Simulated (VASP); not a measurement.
```
Al31GaAs32
1.0
   11.46485     0.00000     0.00000
    0.00000    11.46485     0.00000
    0.00000     0.00000    11.46485
Al As Ga
31 32 1
Direct
  0.50002   0.00010   0.00007
  0.75003   0.24989   0.00014
  0.75001   0.99998   0.25004
  0.99999   0.00000   0.00000
  0.25009   0.25003   0.00013
  0.49996   0.49995   0.00009
  0.75000   0.75003   0.00002
  0.25008   0.00016   0.25009
  0.50040   0.25056   0.25057
  0.75013   0.50038   0.25009
  0.49997   0.00003   0.49996
  0.75006   0.25005   0.50021
  0.75000   0.00004   0.74998
  0.99996   0.49998   0.00011
  0.24992   0.75009   0.00013
  0.00007   0.25005   0.25005
  0.25022   0.50013   0.25021
  0.50024   0.75014   0.25000
  0.99993   0.00003   0.50003
  0.25014   0.25023   0.50018
  0.74961   0.74956   0.50034
  0.24999   0.00000   0.75001
  0.50020   0.24993   0.75024
  0.75033   0.49950   0.75048
  0.00000   0.75006   0.25002
  0.00002   0.49997   0.49995
  0.24999   0.75013   0.50011
  0.00006   0.24994   0.75002
  0.24943   0.50070   0.75066
  0.49977   0.75015   0.75028
  0.99997   0.75009   0.74998
  0.62495   0.12517   0.12526
  0.87492   0.37503   0.12512
  0.87496   0.12509   0.37502
  0.12500   0.12501   0.12500
  0.37511   0.37503   0.12523
  0.62501   0.62504   0.12496
  0.87500   0.87500   0.12501
  0.37510   0.12532   0.37509
  0.62552   0.37517   0.37518
  0.87497   0.62515   0.37519
  0.62498   0.12509   0.62503
  0.87511   0.37497   0.62507
  0.87501   0.12503   0.87501
  0.12507   0.62503   0.12514
  0.37496   0.87502   0.12508
  0.12518   0.37507   0.37506
  0.37470   0.62566   0.37476
  0.62512   0.87487   0.37518
  0.12508   0.12507   0.62501
  0.37403   0.37463   0.62641
  0.62545   0.62524   0.62625
  0.87481   0.87486   0.62498
  0.37499   0.12503   0.87501
  0.62501   0.37491   0.87517
  0.87506   0.62505   0.87505
  0.12504   0.87504   0.37498
  0.12490   0.62516   0.62495
  0.37502   0.87498   0.62506
  0.12490   0.37497   0.87517
  0.37501   0.62516   0.87523
  0.62501   0.87504   0.87503
  0.12502   0.87500   0.87501
  0.49924   0.50009   0.50136
```

These are HSE06 screened hybrid, VASP's PBE PAW potentials (set 64) (plane waves; VASP) values and carry that method's errors. Run with PREC = Normal, LREAL = Auto, ISYM = 0, EDIFF = 1E-5, 400 eV cut-off, 1×1×1 Γ-centred mesh, Gaussian smearing of 0.050 eV, potentials Al As Ga.

The supercell is sampled at Γ alone, which is coarse: total energies, pressure and levels can be off, energies of defects by several tenths of an eV.

Problem. Predict the energy per atom (σ→0).

Solution. 
The energy per atom (σ→0) is -5.429 eV/atom.

Total energies compare only between runs with the same potentials, cut-off and functional.

The cell is a supercell with a defect, built from AlAs (zinc blende): Ga_Al. The cell's shape comes from a PBE relaxation. The run is not spin-polarised, so no state with unpaired spins was tried.
